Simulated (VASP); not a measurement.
Computed with SCAN meta-GGA, VASP's PBE PAW potentials (set 64) (plane waves; VASP).

VASP input:

### KPOINTS_OPT
```
k-points along high-symmetry lines
10
Line-mode
Reciprocal
  0.000000   0.000000   0.000000 ! GAMMA
 -0.500000  -0.500000   0.000000 ! X

 -0.500000  -0.500000   0.000000 ! X
 -0.375000  -0.375000   0.250000 ! U

 -0.375000  -0.000000   0.375000 ! K
  0.000000   0.000000   0.000000 ! GAMMA

  0.000000   0.000000   0.000000 ! GAMMA
 -0.000000  -0.000000   0.500000 ! L

 -0.000000  -0.000000   0.500000 ! L
 -0.500000  -0.250000   0.250000 ! W

 -0.500000  -0.250000   0.250000 ! W
 -0.500000  -0.500000   0.000000 ! X
```

**INCAR**
```
ALGO = Normal
EDIFF = 1E-7
ENCUT = 520
ISIF = 2
ISMEAR = -5
LASPH = .TRUE.
LCHARG = .FALSE.
LMAXMIX = 4
LMIXTAU = .TRUE.
LORBIT = 11
LREAL = .FALSE.
LWAVE = .FALSE.
METAGGA = SCAN
NEDOS = 601
NELM = 100
PREC = Accurate
SYSTEM = CdSe
```

POSCAR:
```
CdSe
1
    0.0000000000     3.0614826506     3.0614826506
    3.0614826506     0.0000000000     3.0614826506
    3.0614826506     3.0614826506     0.0000000000
Cd Se
1 1
Direct
  0.0000000000   0.0000000000   0.0000000000
  0.2500000000   0.2500000000   0.2500000000
```

### KPOINTS
```
Automatic mesh
0
Gamma
8 8 8
0 0 0
```

POTCAR, in this order: Cd Se (PBE.64 set). Program: vasp_std.

The run wrote:

OUTCAR:
```
 ion  position               nearest neighbor table
   1  0.000  0.000  0.000-   2 2.65   2 2.65   2 2.65   2 2.65
   2  0.250  0.250  0.250-   1 2.65   1 2.65   1 2.65   1 2.65
  LATTYP: Found a face centered cubic cell.
 ALAT       =     6.1229653012
 Subroutine PRICEL returns:
 Original cell was already a primitive cell.
 Subroutine GETGRP returns: Found 24 space group operations
The static configuration has the point symmetry T_d .
The dynamic configuration has the point symmetry T_d .
 Subroutine INISYM returns: Found 24 space group operations
 Subroutine IBZKPT returns following result:
 Found     29 irreducible k-points:

 Following reciprocal coordinates:
            Coordinates               Weight
  0.000000  0.000000  0.000000      1.000000
  0.125000  0.000000  0.000000      8.000000
  0.250000  0.000000  0.000000      8.000000
  0.375000  0.000000  0.000000      8.000000
  0.500000  0.000000  0.000000      4.000000
  0.125000  0.125000  0.000000      6.000000
  0.250000  0.125000  0.000000     24.000000
  0.375000  0.125000  0.000000     24.000000
  0.500000  0.125000  0.000000     24.000000
 -0.375000  0.125000  0.000000     24.000000
 -0.250000  0.125000  0.000000     24.000000
 -0.125000  0.125000  0.000000     12.000000
  0.250000  0.250000  0.000000      6.000000
  0.375000  0.250000  0.000000     24.000000
  0.500000  0.250000  0.000000     24.000000
 -0.375000  0.250000  0.000000     24.000000
 -0.250000  0.250000  0.000000     12.000000
  0.375000  0.375000  0.000000      6.000000
  0.500000  0.375000  0.000000     24.000000
 -0.375000  0.375000  0.000000     12.000000
  0.500000  0.500000  0.000000      3.000000
  0.375000  0.250000  0.125000     24.000000
  0.500000  0.250000  0.125000     48.000000
 -0.375000  0.250000  0.125000     24.000000
...
```

### OSZICAR
```
       N       E                     dE             d eps       ncg     rms          rms(c)
DAV:   1     0.564639551581E+02    0.56464E+02   -0.91679E+03   786   0.126E+03
DAV:   2    -0.522360719195E+02   -0.10870E+03   -0.10494E+03   854   0.292E+02
DAV:   3    -0.568970670133E+02   -0.46610E+01   -0.46474E+01   884   0.620E+01
DAV:   4    -0.569192163721E+02   -0.22149E-01   -0.22146E-01   824   0.434E+00
DAV:   5    -0.569193465749E+02   -0.13020E-03   -0.13020E-03   889   0.305E-01    0.567E+00
DAV:   6    -0.517589461445E+02    0.51604E+01   -0.52795E+00   769   0.383E+01    0.817E+00
DAV:   7    -0.518618448448E+02   -0.10290E+00   -0.52326E-01   754   0.105E+01    0.430E+00
DAV:   8    -0.517852612793E+02    0.76584E-01   -0.22296E-01   764   0.516E+00    0.100E+00
DAV:   9    -0.518774014341E+02   -0.92140E-01   -0.13179E-01   754   0.456E+00    0.510E-01
DAV:  10    -0.518751894603E+02    0.22120E-02   -0.16023E-02   779   0.172E+00    0.212E-01
DAV:  11    -0.518781884483E+02   -0.29990E-02   -0.86141E-03   769   0.128E+00    0.108E-01
DAV:  12    -0.518784011327E+02   -0.21268E-03   -0.41482E-03   754   0.101E+00    0.404E-02
DAV:  13    -0.518793314463E+02   -0.93031E-03   -0.13186E-03   784   0.558E-01    0.344E-02
DAV:  14    -0.518796393575E+02   -0.30791E-03   -0.18423E-04   774   0.168E-01    0.111E-02
DAV:  15    -0.518796921801E+02   -0.52823E-04   -0.14838E-04   769   0.167E-01    0.828E-03
DAV:  16    -0.518797133221E+02   -0.21142E-04   -0.34634E-05   769   0.766E-02    0.362E-03
DAV:  17    -0.518797115371E+02    0.17850E-05   -0.14777E-06   859   0.172E-02    0.324E-03
DAV:  18    -0.518797153604E+02   -0.38233E-05   -0.27295E-06   764   0.208E-02    0.662E-04
DAV:  19    -0.518797151543E+02    0.20611E-06   -0.26158E-07   769   0.646E-03    0.290E-04
DAV:  20    -0.518797150129E+02    0.14139E-06   -0.10628E-08   447   0.151E-03    0.203E-04
DAV:  21    -0.518797149199E+02    0.93006E-07   -0.27145E-09   392   0.563E-04
   1 F= -.51879715E+02 E0= -.51879715E+02  d E =0.000000E+00
       N       E                     dE             ncg
       N       E                     dE             ncg
       N       E                     dE             ncg
```

### OUTCAR
```
------------------------ aborting loop because EDIFF is reached ----------------------------------------
  FORCE on cell =-STRESS in cart. coord.  units (eV):
  Direction    XX          YY          ZZ          XY          YZ          ZX
  --------------------------------------------------------------------------------------
  Total       -0.0054290     -0.0054290     -0.0054290      0.0000000      0.0000000     -0.0000000
  in kB       -0.1515662     -0.1515662     -0.1515662      0.0000000      0.0000000     -0.0000000
  external PRESSURE =      -0.1515662 kB  Pullay stress =       0.0000000 kB
  volume of cell :       57.39
      direct lattice vectors                 reciprocal lattice vectors
     0.000000000  3.061482651  3.061482651    -0.163319560  0.163319560  0.163319560
     3.061482651  0.000000000  3.061482651     0.163319560 -0.163319560  0.163319560
     3.061482651  3.061482651  0.000000000     0.163319560  0.163319560 -0.163319560
  FREE ENERGIE OF THE ION-ELECTRON SYSTEM (eV)
  ---------------------------------------------------
  free  energy   TOTEN  =       -51.8797149199 eV

  energy  without entropy=      -51.8797149199  energy(sigma->0) =      -51.87971492

 total charge

# of ion       s       p       d       tot
------------------------------------------
    1        0.430   0.299   9.571  10.300
    2        1.444   2.427   0.021   3.891
--------------------------------------------------
tot          1.873   2.727   9.591  14.191
```
(Selected blocks of OUTCAR.)

The compound is CdSe in the zinc blende structure, whereas wurtzite is the usual form. It was relaxed first.
